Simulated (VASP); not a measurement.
Computed with PBE GGA, VASP's PBE PAW potentials (set 64) (plane waves; VASP).

VASP ran on this input.

**KPOINTS**
```
Automatic mesh
0
Gamma
14 14 8
0 0 0
```

**INCAR**
```
SYSTEM = Hf
PREC = Accurate
ENCUT = 500
EDIFF = 1E-6
NELM = 100
ALGO = Normal
LREAL = .FALSE.
LASPH = .TRUE.
ISMEAR = 1
SIGMA = 0.1
GGA = PE
LMAXMIX = 6
LWAVE = .FALSE.
LCHARG = .FALSE.
IBRION = 2
ISIF = 3
NSW = 40
EDIFFG = -0.02
PSTRESS = 450
```

### POSCAR
```
Hf
1.0
  1.4933283567  -2.5865204506   0.0000000000
  1.4933283567   2.5865204506   0.0000000000
  0.0000000000   0.0000000000   4.7648857593
Hf
2
Cart
  1.4933283567   0.8621752079   1.1912214398
  1.4933283567  -0.8621752079   3.5736643195
```

POTCAR, in this order: Hf_pv (PBE.64 set). Program: vasp_std.

What will the output report for the number of irreducible k-points (NKPTS), largest plane-wave count, number of space-group operations, FFT grid (NGX, NGY, NGZ)?

```yaml
number of irreducible k-points (NKPTS): 120
largest_plane_wave_count: 965
number_of_space_group_operations: 24
FFT grid (NGX, NGY, NGZ): 24 × 24 × 36
```

The compound is Hf in the hcp structure. This run relaxes it under an external pressure of 45 GPa. Symmetry was kept, so distortions that lower it aren't found.
